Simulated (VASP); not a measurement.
Output of a VASP run:

File OUTCAR:
```
 ion  position               nearest neighbor table
   1  0.000  0.000  0.000-
  LATTYP: Found a face centered cubic cell.
 ALAT       =     5.9969107308
 Subroutine PRICEL returns:
 Original cell was already a primitive cell.
 Subroutine GETGRP returns: Found 48 space group operations
The static configuration has the point symmetry O_h .
The dynamic configuration has the point symmetry O_h .
 Subroutine INISYM returns: Found 48 space group operations
 Subroutine IBZKPT returns following result:
 Found     20 irreducible k-points:

 Following reciprocal coordinates:
            Coordinates               Weight
  0.000000  0.000000  0.000000      1.000000
  0.142857  0.000000  0.000000      8.000000
  0.285714  0.000000  0.000000      8.000000
  0.428571  0.000000  0.000000      8.000000
  0.142857  0.142857  0.000000      6.000000
  0.285714  0.142857  0.000000     24.000000
  0.428571  0.142857  0.000000     24.000000
 -0.428571  0.142857  0.000000     24.000000
 -0.285714  0.142857  0.000000     24.000000
 -0.142857  0.142857  0.000000     12.000000
  0.285714  0.285714  0.000000      6.000000
  0.428571  0.285714  0.000000     24.000000
 -0.428571  0.285714  0.000000     24.000000
 -0.285714  0.285714  0.000000     12.000000
  0.428571  0.428571  0.000000      6.000000
 -0.428571  0.428571  0.000000     12.000000
  0.428571  0.285714  0.142857     24.000000
 -0.428571  0.285714  0.142857     48.000000
 -0.428571  0.428571  0.142857     24.000000
 -0.285714  0.428571  0.142857     24.000000
   k-points           NKPTS =     20   k-points in BZ     NKDIM =     20   number of bands    NBANDS=      9
   number of dos      NEDOS =    301   number of ions     NIONS =      1
   total plane-waves  NPLWV =  32768
   dimension x,y,z NGX =    32 NGY =   32 NGZ =   32
   dimension x,y,z NGXF=    64 NGYF=   64 NGZF=   64
   ions per type =               1
   PREC   = accura    normal or accurate (medium, high low for compatibility)
   ISTART =      0    job   : 0-new  1-cont  2-samecut
   ICHARG =      2    charge: 1-file 2-atom 10-const
   ISPIN  =      1    spin polarized calculation?
   LNONCOLLINEAR =      F non collinear calculations
   LSORBIT =      F    spin-orbit coupling
   INIWAV =      1    electr: 0-lowe 1-rand  2-diag
   ENCUT  =  520.0 eV  38.22 Ry    6.18 a.u.   7.88  7.88  7.88*2*pi/ulx,y,z
   NELM   =    100;   NELMIN=  2; NELMDL= -5     # of ELM steps
   EDIFF  = 0.1E-05   stopping-criterion for ELM
   LREAL  =      F    real-space projection
   NLSPLINE    = F    spline interpolate recip. space projectors
   LMAXMIX     =    4 max onsite mixed and CHGCAR
   VOSKOWN=      0    Vosko Wilk Nusair interpolation
   EDIFFG = -.1E-01   stopping-criterion for IOM
   NSW    =     60    number of steps for IOM
   NBLOCK =      1;   KBLOCK =     60    inner block; outer block
   IBRION =      2    ionic relax: 0-MD 1-quasi-New 2-CG
   NFREE  =      1    steps in history (QN), initial steepest desc. (CG)
   ISIF   =      3    stress and relaxation
   ISYM   =      2    0-nonsym 1-usesym 2-fastsym
   TEIN   =    0.0    initial temperature
   TEBEG  =    0.0;   TEEND  =   0.0 temperature during run
   SMASS  =  -3.00    Nose mass-parameter (am)
   PSTRESS=    0.0 pullay stress
   NELECT =      10.0000    total number of electrons
   EFERMI =   0.00;   METHOD = LEGACY
   ISMEAR =     0;   SIGMA  =   0.05  broadening in eV -4-tet -1-fermi 0-gaus
   IALGO  =     38    algorithm
   LDIAG  =      T    sub-space diagonalisation (order eigenvalues)
   IMIX   =      4    mixing-type and parameters
     AMIX     =   0.40;   BMIX     =  1.00
     AMIX_MAG =   1.60;   BMIX_MAG =  1.00
     AMIN     =   0.10
   GGA     = 91    functional components
   VOSKOWN =     0    Vosko Wilk Nusair interpolation
   LHFCALC =     F    Hartree Fock is set to
   LHFONE  =     F    Hartree Fock one center treatment
   AEXX    =    0.0000 exact exchange contribution
...
```

OSZICAR:
```
       N       E                     dE             d eps       ncg     rms          rms(c)
DAV:   1     0.381501984427E+02    0.38150E+02   -0.51812E+03   360   0.990E+02
DAV:   2    -0.143021594533E+00   -0.38293E+02   -0.37697E+02   390   0.163E+02
DAV:   3    -0.160513038344E+01   -0.14621E+01   -0.14496E+01   530   0.271E+01
DAV:   4    -0.164026397482E+01   -0.35134E-01   -0.35110E-01   530   0.400E+00
DAV:   5    -0.164079028364E+01   -0.52631E-03   -0.52590E-03   553   0.323E-01    0.108E+01
DAV:   6    -0.164218948634E+01   -0.13992E-02   -0.56861E-03   440   0.102E+00    0.618E+00
DAV:   7    -0.164371940356E+01   -0.15299E-02   -0.12595E-02   435   0.140E+00    0.251E-01
DAV:   8    -0.164387774752E+01   -0.15834E-03   -0.18954E-03   566   0.277E-01    0.112E-01
DAV:   9    -0.164390132575E+01   -0.23578E-04   -0.38642E-05   514   0.637E-02    0.572E-02
DAV:  10    -0.164391467504E+01   -0.13349E-04   -0.16767E-05   386   0.352E-02    0.265E-02
DAV:  11    -0.164391411863E+01    0.55641E-06   -0.66757E-07   350   0.807E-03
   1 F= -.16439141E+01 E0= -.16422977E+01  d E =-.164391E+01
```

File OUTCAR:
```
------------------------ aborting loop because EDIFF is reached ----------------------------------------
  FORCE on cell =-STRESS in cart. coord.  units (eV):
  Direction    XX          YY          ZZ          XY          YZ          ZX
  --------------------------------------------------------------------------------------
  Total       -0.0052184     -0.0052184     -0.0052184      0.0000000      0.0000000     -0.0000000
  in kB       -0.1550693     -0.1550693     -0.1550693      0.0000000      0.0000000     -0.0000000
  external PRESSURE =      -0.1550693 kB  Pullay stress =       0.0000000 kB
  volume of cell :       53.92
      direct lattice vectors                 reciprocal lattice vectors
     0.000000000  2.998455365  2.998455365    -0.166752524  0.166752524  0.166752524
     2.998455365  0.000000000  2.998455365     0.166752524 -0.166752524  0.166752524
     2.998455365  2.998455365  0.000000000     0.166752524  0.166752524 -0.166752524
 POSITION                                       TOTAL-FORCE (eV/Angst)
 -----------------------------------------------------------------------------------
      0.00000      0.00000      0.00000         0.000000     -0.000000      0.000000
 -----------------------------------------------------------------------------------
    total drift:                                0.000000      0.000000     -0.000000
  FREE ENERGIE OF THE ION-ELECTRON SYSTEM (eV)
  ---------------------------------------------------
  free  energy   TOTEN  =        -1.6439141186 eV

  energy  without entropy=       -1.6406812475  energy(sigma->0) =       -1.64229768

 reached required accuracy - stopping structural energy minimisation
```
(Selected blocks of OUTCAR.)

### POSCAR
```
Sr
1
    0.0000000000     2.9984553654     2.9984553654
    2.9984553654    -0.0000000000     2.9984553654
    2.9984553654     2.9984553654     0.0000000000
Sr
1
Direct
  0.0000000000   0.0000000000   0.0000000000
```

### Question
Write an INCAR and KPOINTS that could have produced this output.

### Answer
Several could match; the one computed here: the input of the run itself, PW91 GGA, plane waves, VASP's PBE PAW potentials (set 64).

File KPOINTS:
```
Automatic mesh
0
Gamma
7 7 7
0 0 0
```

INCAR:
```
! general
SYSTEM  = Sr
PREC    = Accurate
ENCUT   = 520   ! plane-wave cut-off (eV)
LREAL   = F   ! projection in real space or not
LASPH   = T   ! aspherical one-centre terms

! electronic loop
EDIFF   = 1E-6   ! SCF stop (eV)
NELM    = 100
ALGO    = Normal   ! blocked Davidson
LMAXMIX = 4

! smearing
ISMEAR  = 0
SIGMA   = 0.05   ! width (eV)

! functional
GGA     = 91   ! PW91

! ions
IBRION  = 2   ! conjugate gradients
NSW     = 60
ISIF    = 3   ! ions, shape and volume
EDIFFG  = -0.01

! output
LWAVE   = F
LCHARG  = F
```

POTCAR, in this order: Sr_sv (PBE.64 set). Program: vasp_std.

The compound is Sr in the fcc structure. It was relaxed first. The start is the result of an earlier pass.
